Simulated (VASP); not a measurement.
OSZICAR of a VASP run on Al (fcc):

### OSZICAR
```
       N       E                     dE             d eps       ncg     rms          rms(c)
DAV:   1    -0.222413898141E+01   -0.22241E+01   -0.13974E+03   290   0.357E+02
DAV:   2    -0.375627390874E+01   -0.15321E+01   -0.14254E+01   405   0.288E+01
DAV:   3    -0.376608768817E+01   -0.98138E-02   -0.97860E-02   360   0.240E+00
DAV:   4    -0.376619477683E+01   -0.10709E-03   -0.10709E-03   415   0.203E-01
DAV:   5    -0.376619720412E+01   -0.24273E-05   -0.24270E-05   395   0.207E-02    0.946E-01
DAV:   6    -0.375323054177E+01    0.12967E-01   -0.19368E-03   355   0.320E-01    0.587E-01
DAV:   7    -0.374372087332E+01    0.95097E-02   -0.59163E-03   370   0.542E-01    0.235E-02
DAV:   8    -0.374371892056E+01    0.19528E-05   -0.17617E-05   350   0.415E-02    0.647E-03
DAV:   9    -0.374371946329E+01   -0.54273E-06   -0.27739E-07   405   0.468E-03    0.449E-04
DAV:  10    -0.374371919536E+01    0.26793E-06   -0.20152E-09   350   0.444E-04    0.236E-04
DAV:  11    -0.374371908124E+01    0.11412E-06   -0.11011E-09   235   0.258E-04    0.987E-06
DAV:  12    -0.374371909167E+01   -0.10428E-07   -0.53303E-11   190   0.944E-05    0.391E-06
DAV:  13    -0.374371909669E+01   -0.50184E-08   -0.88414E-12   175   0.332E-05
   1 F= -.37437191E+01 E0= -.37373154E+01  d E =-.128075E-01
```

Q: Which electronic solver shows in the log?

A: It is blocked Davidson (ALGO = Normal, or the opening steps of other solvers). The INCAR had ALGO = Normal.

Q: Can the final energy be trusted as converged?

A: The run converged. It stopped with EDIFF = 1E-8, NELM = 100 (PBE GGA, plane waves, VASP's PBE PAW potentials (set 64)).

The compound is Al in the fcc structure. This cell is one point of a volume scan, at 1.04 of the reference volume. The k-mesh is coarse (spacing up to 0.33 per Å, 2π included), so the numbers may not be converged in it.
